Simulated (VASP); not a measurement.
Given:

```
K
1.0
   -2.64000     2.64000     2.64000
    2.64000    -2.64000     2.64000
    2.64000     2.64000    -2.64000
K
1
Cartesian
  0.00000   0.00000   0.00000
```

Computed with PBE GGA, VASP's PBE PAW potentials (set 64) (plane waves; VASP). Numerical set-up: 500 eV cut-off, 10×10×10 Γ-centred mesh, first-order Methfessel-Paxton smearing of 0.10 eV, potentials K_sv.

Energy and stress use the plane-wave basis of the starting cell.

**Question.** The ions, cell shape and volume at an external pressure of 5.0 GPa are relaxed. Which structure does the run end with?

**Answer.** 
```
K
1.0
   -2.21781     2.21781     2.21781
    2.21781    -2.21781     2.21781
    2.21781     2.21781    -2.21781
K
1
Direct
  0.00000   0.00000   0.00000
```
Space group Im-3m (229), at a tolerance of 0.03 Å.

**Question.** How do energy and volume change from the first to the last step?

**Answer.** The energy (σ→0) changes by +312.2 meV/atom and the volume by -40.7 %, in 4 ionic steps.

The compound is K in the bcc structure. This run relaxes it under an external pressure of 5 GPa. Symmetry was kept, so distortions that lower it aren't found.
